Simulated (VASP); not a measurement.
Energy against volume of SrTe (rock salt). Computed with optB88-vdW, VASP's PBE PAW potentials (set 64) (plane waves; VASP 6.6.1).

| V (Å³/atom) | E (eV/atom) |
|---|---|
| 35.035 | -2.09275 |
| 36.154 | -2.10531 |
| 37.272 | -2.10923 |
| 38.390 | -2.10576 |
| 39.508 | -2.09598 |

Problem. Fit a third-order Birch-Murnaghan equation of state.

Solution. 
```yaml
volume_per_atom: 37.28 Å³/atom
bulk_modulus: 35.2 GPa
pressure_derivative_of_the_bulk_modulus: 4.24
lattice_constant_a: 6.681 Å
```

Measured: bulk modulus 39.5 GPa (computed value off by -10.9 %), a 6.659 Å (computed value off by +0.3 %), as given by S. C. Rakesh Roshan et al., ACS Applied Energy Materials (2021), arXiv:2110.13857. The calculation is for a static lattice, while the measured bulk modulus, a hold thermal and zero-point effects, which are part of the difference.

The compound is SrTe in the rock salt structure. It was relaxed first.
